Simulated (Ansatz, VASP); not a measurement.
**Two plane-wave programs on RbRe**

```
Rb Re
1.0
     4.64648    0.00000    0.00000
     0.00000    4.64648    0.00000
     0.00000    0.00000    4.64648
Rb Re
1 1
Direct
  0.50000 0.50000 0.50000
  0.00000 0.00000 0.00000
```

Alike in both runs: task relaxation of cell and atoms; functional PBE; k mesh 4 × 4 × 4; occupations gaussian, width 0.1 eV; no spin polarisation.

|  | VASP | Ansatz |
| --- | --- | --- |
| version | VASP 6.6.1 | Ansatz 0.2.0 |
| potentials or method | VASP PAW PBE potentials, release 64 (Rb_sv, Re) | scalar-relativistic, plane waves, PAW |
| plane-wave cutoff (eV) | 600 | 420 |
| valence electrons in the cell | 16 | 24 |

```csv
,VASP,Ansatz,Ansatz less VASP
"gap on the k mesh at the Fermi level, each at its own relaxed structure (eV)",none,none,-
relaxed volume (Å³/atom),26.19,25.79,-0.392
relaxed cell length with the largest relative difference (Å),3.741,3.723,-0.0188
energy change over the relaxation (meV/atom),-537,-544,-7.1
```

A gap of «none» marks a metal or a gap that the smearing closes. The two sets of potentials don't hold the same shells in valence.

Caveats: the volume moved by over 15 % at a fixed basis, so the end points are rough (VASP). The runs have no spin-orbit coupling, so splittings on Re are missing.
